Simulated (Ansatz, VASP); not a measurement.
# Si91Ge23: VASP beside Ansatz

Wanted: the spread between two codes on one cell, functional and k mesh. Of the first pair: The structure shown is frame 16 of Ansatz's trajectory.

Calculated with Ansatz 0.2.0; plane waves, with VASP 6.6.1 beside it; single point at LDA.

### Step 1. The starting structure

The cell holds 114 atoms: 91 Si and 23 Ge. Cell: a = 13.435 Å, b = 13.435 Å, c = 13.435 Å, α = 90.0°, β = 90.0°, γ = 90.0°. As first built, before any earlier steps moved the atoms (in the runner's words): 114 atoms (91 Si, 23 Ge) placed at random at 2.89 g/cm^3, melted at 3500 K for 10 ps at fixed volume with the Tersoff potential (Tersoff, Phys. Rev. B 39, 5566 (1989)). Snapshot at the end of a hold of 5 ps at 3100 K and fixed volume.

### Step 2. Ansatz: dynamics, LDA

Ansatz runs on its default PAW (the set named soft_2) files.

One frame of this run of dynamics is then solved in both programs, so the motion causes no difference.

File input.yaml:

```yaml
crystal:
  lattice:
    - [13.4349, 0.0, 0.0]
    - [0.0, 13.4349, 0.0]
    - [0.0, 0.0, 13.4349]
  atoms:
    - { symbol: Si, position: [0.73101, 0.72811, 0.47044] }
    - { symbol: Si, position: [0.67205, 0.03705, 0.97908] }
    - { symbol: Si, position: [0.96602, 0.60209, 0.62916] }
    - { symbol: Si, position: [0.13313, 0.50769, 0.23009] }
    - { symbol: Si, position: [0.50182, 0.53345, 0.84793] }
    - { symbol: Si, position: [0.09202, 0.11699, 0.14253] }
    - { symbol: Si, position: [0.15927, 0.25491, 0.68996] }
    - { symbol: Si, position: [0.69157, 0.23829, 0.48489] }
    - { symbol: Si, position: [0.04254, 0.81315, 0.17591] }
    - { symbol: Si, position: [0.22222, 0.83284, 0.24879] }
    - { symbol: Si, position: [0.78599, 0.17294, 0.25792] }
    - { symbol: Si, position: [0.7628, 0.17645, 0.07016] }
    - { symbol: Si, position: [0.33415, 0.21439, 0.50406] }
    - { symbol: Si, position: [0.33916, 0.50014, 0.96406] }
    - { symbol: Si, position: [0.95047, 0.77166, 0.58456] }
    - { symbol: Si, position: [0.96048, 0.78829, 0.40627] }
    - { symbol: Si, position: [0.38319, 0.30987, 0.27125] }
    - { symbol: Si, position: [0.58749, 0.27407, 0.07827] }
    - { symbol: Si, position: [0.02684, 0.04096, 0.39659] }
    - { symbol: Si, position: [0.08489, 0.24768, 0.9971] }
    - { symbol: Si, position: [0.2666, 0.57225, 0.63641] }
    - { symbol: Si, position: [0.46384, 0.71102, 0.58688] }
    - { symbol: Si, position: [0.4011, 0.28053, 0.66534] }
    - { symbol: Si, position: [0.13199, 0.37837, 0.8048] }
    - { symbol: Si, position: [0.45418, 0.70123, 0.40911] }
    - { symbol: Si, position: [0.24097, 0.76011, 0.65742] }
    - { symbol: Si, position: [0.01063, 0.13202, 0.57857] }
    - { symbol: Si, position: [0.93732, 0.93018, 0.27583] }
    - { symbol: Si, position: [0.10154, 0.81291, 0.76769] }
    - { symbol: Si, position: [0.11136, 0.51237, 0.68014] }
[... 78 atom lines left out ...]
    - { symbol: Ge, position: [0.60701, 0.75685, 0.34068] }
    - { symbol: Ge, position: [0.78552, 0.88709, 0.1855] }
    - { symbol: Ge, position: [0.14367, 0.09459, 0.72109] }
    - { symbol: Ge, position: [0.09661, 0.38085, 0.37134] }
    - { symbol: Ge, position: [0.09552, 0.29913, 0.55346] }
    - { symbol: Ge, position: [0.52474, 0.52697, 0.3902] }
kpoints:
  mp_grid: { grid: [1, 1, 1] }
hamiltonian:
  xc: lda
scf:
  occupations: { method: gaussian, width: 0.025 }
output:
  forces: true
  stress: true
md:
  timestep: 2.0
  n_steps: 48
  ensemble: nvt_nose_hoover
  temperature: 400
  initial_velocities: maxwell_boltzmann
  seed: 7790
```

Launch:

```bash
$ ansatz run input.yaml --threads 4 --pin off --max-ram 8192MiB --backend cpu --events-out ev --progress --plain --runs-dir out
```

Numbers of over 12 decimals in the logs are rounded to 6 here.

Log:

```text
Warning: md: disabling space-group detection — thermal motion breaks the input geometry's symmetry, so no spatial operation reduces the k-mesh or symmetrises the density; time reversal is kept, so that k and −k are solved as one point where they differ and the mesh holds both, and exact exchange and, on two spinor components, a DFT+U term hold to it where the run has them: on two components no moment then forms, and  [...]
Warning: output.stress: scf.convergence.dr2_threshold = 1e-7 eV (the SCF's general default) is looser than the 1.08e-8 eV advised for a printed stress (1e-10 eV for each atom of the cell: 114, of which 108 are counted). What an SCF threshold leaves in a stress goes as its square root, and in the free energy as the threshold itself, and one threshold admits the most on a small cell: [figures from the program's tests c [...]
Engine: ansatz 0.2.0, aarch64-unknown-linux-gnu
Pseudopotentials: kind: paw
Pseudopotential: Si, paw, valence charge 4, recommended cutoff 420 eV (normal), Si.paw.azcp
Pseudopotential: Ge, paw, valence charge 14, recommended cutoff 420 eV (normal), Ge.paw.azcp
Functional definition: SPW92
  exchange = slater_x
  correlation = pw_c
Crystal: 114 atoms, lattice volume = 2424.953 Å³
Basis set: ecut = 420 eV, 47401 PW (Γ)
Bands: 457, of which v1, the nominal top of the filled ones, is band 343 counted from 1 (342 counted from 0)
Symmetry: 1 space group operations
k-points: 1
Non-local potential: Si, projectors of the file, l = 0: 2, l = 1: 2, l = 2: 2
Non-local potential: Ge, projectors of the file, l = 0: 2, l = 1: 2, l = 2: 3, l = 3: 1
PAW form: soft (Blöchl's): semilocal exchange-correlation on the pseudo side does not see the compensation charge
PAW frozen core: Si, regenerated for the run's functional, and the local potential with it (the file was generated under x = pbe(κ = 0.804, μ = 0.219515), c = pbe(β = 0.066725))
PAW frozen core: Ge, regenerated for the run's functional, and the local potential with it (the file was generated under x = pbe(κ = 0.804, μ = 0.219515), c = pbe(β = 0.066725))
PAW one-centre angular grid: Si, 110 points (default); XC on 64 Gauss nodes
PAW one-centre angular grid: Ge, 590 points (default); XC on 64 Gauss nodes
Initial density: superposition of atomic densities (neutral atoms: chi_scale 0, normalization atom), corrected by the library's trained network
Initial wavefunctions: pseudopotential atomic-orbital guess
Functional: x = slater, c = lda
SCF iter   1: F=—  HF=-152275.494279 eV  |F-HF|=—  |Δ(HF+E_count)|=         —  Δρ=5.73e-3  dr2=1.84e0  ethr=1.77e-3  ⟨swp⟩=6.0  Hψ=1921  notcnv=0  defer=26
preconditioner: auto → LDOS  [insulator: Δε(μ)=0.034 eV  Ē_g=7.166 eV  σ=0.025 eV  W_gap=0.66  n_scr=460 (ndim 8)  ℏωp=16.1 eV  f_vac=0.014  D(μ)=63.79/eV (n_scr^D=436)  ε∞_Penn≈6.0  β→1.0]
SCF iter   2: F=—  HF=-152275.188435 eV  |F-HF|=—  |Δ(HF+E_count)|=   3.06e-1  Δρ=2.31e-3  dr2=3.00e-1  ethr=2.68e-4  ⟨swp⟩=4.0  Hψ=890  notcnv=0  defer=99
SCF iter   3: F=—  HF=-152275.134021 eV  |F-HF|=—  |Δ(HF+E_count)|=   5.44e-2  Δρ=9.83e-4  dr2=8.84e-2  ethr=4.37e-5  ⟨swp⟩=3.0  Hψ=605  notcnv=0  defer=99
SCF iter   4: F=—  HF=-152275.121192 eV  |F-HF|=—  |Δ(HF+E_count)|=   1.28e-2  Δρ=4.10e-4  dr2=1.90e-2  ethr=1.29e-5  ⟨swp⟩=3.0  Hψ=755  notcnv=0  defer=99
SCF iter   5: F=—  HF=-152275.118953 eV  |F-HF|=—  |Δ(HF+E_count)|=   2.24e-3  Δρ=1.97e-4  dr2=3.93e-3  ethr=2.78e-6  ⟨swp⟩=3.0  Hψ=701  notcnv=0  defer=99
SCF iter   6: F=—  HF=-152275.118367 eV  |F-HF|=—  |Δ(HF+E_count)|=   5.86e-4  Δρ=9.17e-5  dr2=9.62e-4  ethr=5.72e-7  ⟨swp⟩=2.0  Hψ=701  notcnv=0  defer=99
SCF iter   7: F=—  HF=-152275.118189 eV  |F-HF|=—  |Δ(HF+E_count)|=   1.78e-4  Δρ=5.09e-5  dr2=2.56e-4  ethr=1.40e-7  ⟨swp⟩=2.0  Hψ=701  notcnv=0  defer=99
SCF iter   8: F=—  HF=-152275.118155 eV  |F-HF|=—  |Δ(HF+E_count)|=   3.41e-5  Δρ=2.47e-5  dr2=5.84e-5  ethr=3.73e-8  ⟨swp⟩=2.0  Hψ=701  notcnv=0  defer=99
[...]
SCF iter   3: F=—  HF=-152287.335909 eV  |F-HF|=—  |Δ(HF+E_count)|=   7.37e-3  Δρ=1.97e-4  dr2=3.36e-3  ethr=4.14e-6  ⟨swp⟩=2.0  Hψ=581  notcnv=0  defer=77
SCF iter   4: F=—  HF=-152287.335444 eV  |F-HF|=—  |Δ(HF+E_count)|=   4.65e-4  Δρ=8.23e-5  dr2=6.32e-4  ethr=4.90e-7  ⟨swp⟩=2.0  Hψ=506  notcnv=0  defer=77
SCF iter   5: F=—  HF=-152287.335339 eV  |F-HF|=—  |Δ(HF+E_count)|=   1.05e-4  Δρ=3.84e-5  dr2=1.30e-4  ethr=9.21e-8  ⟨swp⟩=2.0  Hψ=618  notcnv=0  defer=77
SCF iter   6: F=—  HF=-152287.335307 eV  |F-HF|=—  |Δ(HF+E_count)|=   3.19e-5  Δρ=1.71e-5  dr2=2.50e-5  ethr=1.89e-8  ⟨swp⟩=2.0  Hψ=689  notcnv=0  defer=77
SCF iter   7: F=—  HF=-152287.335143 eV  |F-HF|=—  |Δ(HF+E_count)|=   1.64e-4  Δρ=9.57e-6  dr2=7.62e-6  ethr=3.64e-9  ⟨swp⟩=2.0  Hψ=696  notcnv=0  defer=77
SCF iter   8: F=—  HF=-152287.335142 eV  |F-HF|=—  |Δ(HF+E_count)|=   1.15e-6  Δρ=4.26e-6  dr2=1.53e-6  ethr=1.11e-9  ⟨swp⟩=2.0  Hψ=696  notcnv=0  defer=77
SCF iter   9: F=—  HF=-152287.335141 eV  |F-HF|=—  |Δ(HF+E_count)|=   2.26e-7  Δρ=1.86e-6  dr2=2.96e-7  ethr=2.22e-10  ⟨swp⟩=2.0  Hψ=688  notcnv=0  defer=77
SCF iter  10: F=-152287.335141 eV  HF=-152287.335141 eV  |F-HF|=6.33e-8  |Δ(HF+E_count)|=   3.78e-8  Δρ=8.38e-7  dr2=7.23e-8  ethr=1.46e-11  ⟨swp⟩=4.0  Hψ=1200  notcnv=0
SCF 49 converged in 10 iterations: F = -152287.335141 eV  dr2 = 7.23e-8
md step    48: t =    96.00 fs  T =   873.1 K  F+E_penalty+E_count = -152287.33514132 eV  E_kin = 12.753230 eV  conserved = -152269.30366614 eV  P_inst = -3.9170 GPa  (10 SCF iters)
SCF converged after 10 iterations
Free energy (F): -152287.335141 eV
Harris-Foulkes:  -152287.335141 eV  (|F-HF|=6.33e-8)
Internal energy: -152287.307272 eV  (E = F + TS)
E sigma→0 (E₀):  -152287.321207 eV
Entropy (-TS):   -0.027869 eV (-0.244 meV/atom)
Fermi energy:    6.290939 eV
--- Per-component energies (eV) ---
  E_band       = -3693.808992
  E_kinetic    = 6117.687238
  E_local      = -75404.392479  (includes V_loc(G=0)·N_el)
  E_nonlocal   = 12086.546270
  E_hartree    = 33329.263455
  E_xc         = -6674.652000
  E_vxc        = -5726.925192  (∫ρ·V_xc dr)
  E_paw        = -88799.798485  (= ΣΔE_a)
  E_vpaw       = -7425.259085  (= ΣTr[D̂ρ^β])
  E_aug_tail   = 0.007200  (compensation charges beyond the density's cutoff)
  E_ewald      = -32993.534069
  E_core_change = 51.565599  (= ΣΔE_core)
  E_smearing   = -0.027869  (= −TS)
  E_closure    = -0.000000  (closes the sum)
  Σ components = -152287.335141   (vs F -152287.335141, Δ=0.00e0)
--- Forces (eV/Å), atoms counted from 1 ---
  atom   1  Si    -0.20334438    -0.48567257    -0.30120672
  atom   2  Si     1.50596618     0.15879392     0.24711365
  atom   3  Si    -1.29020764    -0.46532299    -0.51920287
  atom   4  Si    -0.84219826     0.70112261    -0.13715233
  atom   5  Si    -0.20789264     0.73571512     0.09394918
  atom   6  Si     0.51339503     0.03051986    -1.53962185
  atom   7  Si    -1.24767486    -0.45799448     0.13330527
  atom   8  Si     0.24349937    -0.37732748     0.26277900
  atom   9  Si     0.63850403    -0.53014101    -1.03204523
  atom  10  Si    -0.70263015     0.19067754     0.36867468
  atom  11  Si     0.12043419     0.44264121     0.61742175
  atom  12  Si    -0.43387834     0.29011453     0.04088265
  atom  13  Si    -0.12534072     0.56407619     0.70104597
  atom  14  Si     0.16914391     0.98456486     0.02030706
  atom  15  Si     0.25470525    -0.57632931     0.36245354
  atom  16  Si     1.03406827     0.68914756    -1.36987402
  atom  17  Si     0.24018688    -0.99692830     0.28806928
  atom  18  Si     0.66642967    -0.70505986     1.21220236
  atom  19  Si    -1.06257093     0.19400615     0.86229491
  atom  20  Si    -0.58141011    -1.02198113     0.65971968
  atom  21  Si     0.31544574    -0.54520493    -0.98761680
  atom  22  Si    -0.15306420     0.30771493     0.92370633
  atom  23  Si     0.58279277    -0.36827040    -0.33133351
  atom  24  Si    -0.07769785    -0.30725901    -0.32919735
[...]
atom 107  Ge    -0.08747862    -0.54645248    -0.27127106
  atom 108  Ge    -0.47049585     0.27146340    -1.05940683
  atom 109  Ge    -0.64713909     0.93904581    -0.18943475
  atom 110  Ge    -0.26010674    -0.20164802     0.24968471
  atom 111  Ge     0.33670049     1.41941971     0.82357587
  atom 112  Ge    -0.03599660    -0.08472370     0.51473013
  atom 113  Ge    -0.35709559    -0.19820533     0.57329843
  atom 114  Ge     1.01430809    -0.73639024    -0.34597890
  max |Σ_I F_I| component: 3.83e-4 eV/Å
--- Stress (GPa, compression-positive) ---
       -5.237728       0.377039      -0.666603
        0.377039      -4.013993       0.476029
       -0.666603       0.476029      -4.199372
  P = ⅓ Tr σ = -4.4837 GPa (-44.837 kbar)
--- MD trajectory: 48 steps, t = 0.0 → 96.0 fs ---
  final state: T = 873.1 K   F+E_penalty+E_count = -152287.33514132 eV   E_kin = 12.753230 eV
  conserved energy: peak-to-peak 3.279e-2 eV (2.876e-4 eV/atom) over 96.0 fs
```

### Step 3. VASP: single point, LDA, pair 1

The same cell, functional (in two slightly different forms), mesh and smearing now go to VASP, with its own data sets.

Lines of VASP's logs that name or quote its potential files are left out, and so is its time.

File INCAR:

```
SYSTEM = Si91Ge23
PREC = Accurate
ENCUT = 410
EDIFF = 1E-06
NELM = 120
ISMEAR = 0
SIGMA = 0.025
LREAL = Auto
ALGO = Normal
GGA = PW92
NBANDS = 432
LORBIT = 11
LWAVE = .FALSE.
LCHARG = .FALSE.
ISIF = 2
LASPH = .TRUE.
GGA_COMPAT = .FALSE.
NCORE = 4
```

File POSCAR:

```
Si91Ge23
1.0
   13.4349000000      0.0000000000      0.0000000000
    0.0000000000     13.4349000000      0.0000000000
    0.0000000000      0.0000000000     13.4349000000
Si Ge
91 23
Direct
    0.7404074463      0.7189930703      0.4641270125
    0.6876642178      0.0301007079      0.9790024488
    0.9480606480      0.5939605058      0.6249395232
    0.1210578419      0.5193414168      0.2307646503
    0.5173614988      0.5265614184      0.8392619223
    0.1048537764      0.1226209350      0.1344929996
    0.1806116904      0.2597563063      0.7063171293
    0.6785164013      0.2388555181      0.4911089774
    0.0498031247      0.8093249671      0.1696700385
    0.2054202115      0.8324215290      0.2528563666
    0.7816061154      0.1725357092      0.2648921838
    0.7469798808      0.1788104117      0.0719543875
    0.3295893531      0.2194433900      0.5152997045
    0.3315469412      0.5094046104      0.9714028389
    0.9543651237      0.7839656417      0.5870084630
    0.9770002010      0.7894662409      0.4082873710
    0.3890166656      0.2930650768      0.2736901652
    0.5936702171      0.2744717117      0.0725051917
    0.0296615531      0.0572166522      0.4041340092
    0.0752294397      0.2376571467      0.0027316913
    0.2651601426      0.5738710374      0.6274330289
    0.4776068300      0.7120782440      0.5872689786
    0.3920088724      0.3036271204      0.6524574057
    0.1128776545      0.3806206224      0.8104414622
    0.4458090496      0.7102025322      0.4023997201
    0.2466560972      0.7550112022      0.6551221073
    0.9999702268      0.1233801517      0.5742506457
    0.9569851655      0.9105761859      0.2859418380
    0.1242361313      0.8140216898      0.7691013703
    0.1113666644      0.5138036011      0.6964473126
[... 78 atom lines left out ...]
    0.6113257263      0.7575344811      0.3419080157
    0.7789786303      0.8884770263      0.1795026387
    0.1306745863      0.0862678546      0.7253645356
    0.0832979777      0.3889868923      0.3643421239
    0.0969341045      0.3055623786      0.5403761844
    0.5108709406      0.5371904517      0.3883467685
```

File KPOINTS:

```
Automatic mesh
0
Gamma
1 1 1
0 0 0
```

PAW data sets: Si and Ge_d (LDA family, release 64).

Launch:

```bash
$ mpirun -np 16 vasp_gam
```

Log:

```text
[banner, memory and clock lines left out]
running   16 mpi-ranks, on    1 nodes
[...]
|                                                                             |
|               ----> ADVICE to this user running VASP <----                  |
|                                                                             |
|     You enforced a specific xc type in the INCAR file but a different       |
|     [... a line on the potential file left out ...]
|     I HOPE YOU KNOW WHAT YOU ARE DOING!                                     |
|                                                                             |

 LDA part: xc-table for (Slater(with rela. corr.)+PW92), standard interpolation
 POSCAR, INCAR and KPOINTS ok, starting setup
[...]
entering main loop
       N       E                     dE             d eps       ncg     rms          rms(c)
DAV:   1     0.110202300066E+05    0.11020E+05   -0.21184E+05   952   0.239E+03
DAV:   2     0.180110961573E+04   -0.92191E+04   -0.89050E+04   864   0.634E+02
DAV:   3    -0.297418975523E+03   -0.20985E+04   -0.19522E+04  1016   0.215E+02
DAV:   4    -0.590814369116E+03   -0.29340E+03   -0.27377E+03  1120   0.808E+01
[...]
DAV:  16    -0.597675697831E+03   -0.12036E-05   -0.55058E-05  1048   0.207E-02    0.140E-02
DAV:  17    -0.597675699387E+03   -0.15563E-05   -0.11145E-05   984   0.100E-02    0.705E-03
DAV:  18    -0.597675699843E+03   -0.45550E-06   -0.25078E-06   656   0.521E-03
   1 F= -.59767570E+03 E0= -.59767507E+03  d E =-.126200E-02
```

OUTCAR, selected parts (step 3):

```text
  FREE ENERGIE OF THE ION-ELECTRON SYSTEM (eV)
  ---------------------------------------------------
  free  energy   TOTEN  =      -597.6756998426 eV

  energy  without entropy=     -597.6744378378  energy(sigma->0) =     -597.67506884
```

The run ends at a pressure of -4.76 GPa, with forces up to 2.5 eV/Å.

### Step 4. Comparison

Known differences besides the potentials themselves: the cutoff is 420 eV in Ansatz and 410 eV in VASP (PREC = Accurate, projectors in real space); VASP's log shows a relativistic correction to its local exchange, Ansatz's none. Total energies have different zeros and are not compared.

Forces on 10 of the 114 atoms, those with the largest forces and the largest differences (eV/Å; atoms numbered as in POSCAR):

```
 atom          Ansatz x, y, z            VASP x, y, z
 Si48   -2.023, -0.678, 0.579   -2.027, -0.682, 0.577
 Si50   -1.788, 1.459, -0.946   -1.786, 1.459, -0.947
 Si58   1.731, -0.946, -0.938   1.733, -0.944, -0.940
 Si68   -1.569, -1.259, 0.067   -1.572, -1.261, 0.066
 Si69   -1.088, 1.411, -0.919   -1.087, 1.411, -0.919
 Si71    -0.102, 2.023, 0.248    -0.102, 2.021, 0.247
Ge104  -0.350, -0.400, -0.915  -0.356, -0.407, -0.918
Ge105   -1.554, 0.023, -0.076   -1.567, 0.017, -0.079
Ge106    1.698, 0.992, -0.518    1.704, 0.995, -0.520
Ge111     0.978, 0.131, 0.253     0.985, 0.138, 0.255
```

The forces differ by 2.6 meV/Å r.m.s., which is 0.4 % of the r.m.s. force of 0.628 eV/Å (both taken over all components).

### Step 5. Ansatz: dynamics, LDA

One frame of this run of dynamics is then solved in both programs, so the motion causes no difference.

The structure compared here is frame 32 of Ansatz's trajectory.

input.yaml is that of step 2.

Launch:

```bash
$ ansatz run input.yaml --threads 4 --pin off --max-ram 8192MiB --backend cpu --events-out ev --progress --plain --runs-dir out
```

Log:

```text
[...]
Crystal: 114 atoms, lattice volume = 2424.953 Å³
Basis set: ecut = 420 eV, 47401 PW (Γ)
Bands: 457, of which v1, the nominal top of the filled ones, is band 343 counted from 1 (342 counted from 0)
Symmetry: 1 space group operations
k-points: 1
[...]
atom 114  Ge     1.01430809    -0.73639024    -0.34597890
  max |Σ_I F_I| component: 3.83e-4 eV/Å
--- Stress (GPa, compression-positive) ---
       -5.237728       0.377039      -0.666603
        0.377039      -4.013993       0.476029
       -0.666603       0.476029      -4.199372
  P = ⅓ Tr σ = -4.4837 GPa (-44.837 kbar)
--- MD trajectory: 48 steps, t = 0.0 → 96.0 fs ---
[...]
conserved energy: peak-to-peak 3.279e-2 eV (2.876e-4 eV/atom) over 96.0 fs
[key lines of the parts left out:]
SCF converged after 10 iterations
Free energy (F): -152287.335141 eV
Fermi energy:    6.290939 eV
```

(Part 1 of 2 ends here.)

[Lines on the potential files, build, host, timing and source positions are cut from VASP's logs without a mark.]

[Logs are printed without paths, hosts, clocks, repeated set-up lines and the standing remarks that a program may print on its own settings, such as how far it seeks lower states.]

[Hosts, paths, dates, database ids (printed as entryN), source tags and the programs' standing remarks are cut or masked in the printed files.]
